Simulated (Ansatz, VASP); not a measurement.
ZrAl3N4 in VASP and in Ansatz

```xyz
8
Lattice="3.0365 -4.2408 0.0000 3.0365 4.2408 0.0000 0.0000 0.0000 2.9729" Properties=species:S:1:pos:R:3 pbc="T T T"
Zr    0.0000    0.0000    1.4865
Al    1.5182    2.1204    0.0000
Al    3.0365    0.0000    1.4865
Al    1.5182   -2.1204    0.0000
N     1.6683    0.0000    0.0000
N     3.0365    2.0309    1.4865
N     3.0365   -2.0309    1.4865
N     4.4047    0.0000    0.0000
```

Alike in both runs: functional PBE; k mesh 4 × 4 × 6; occupations gaussian, width 0.1 eV; no spin polarisation.

Ansatz relaxed the structure, and its values are those at the end. VASP's run is a single point on that final structure, the one shown.

|  | VASP | Ansatz |
| --- | --- | --- |
| version | VASP 6.6.1 | Ansatz 0.2.0 |
| potentials or method | VASP PAW PBE potentials, release 64 (Zr_sv, Al, N) | scalar-relativistic, plane waves, PAW |
| plane-wave cutoff (eV) | 520 | 420 |
| valence electrons in the cell | 41 | 41 |

Ansatz gave:

- gap on the k mesh at the Fermi level (eV): none
- pressure (GPa): 0.0
- rms of the force components (eV/Å): 0.000

Estimate VASP's values.

gap on the k mesh at the Fermi level (eV): none; pressure (GPa): -0.1; rms of the force components (eV/Å): 0.008.

A gap of «none» marks a metal or a gap that the smearing closes. The functional is the same, so the differences come from potentials, cutoffs and numerics.
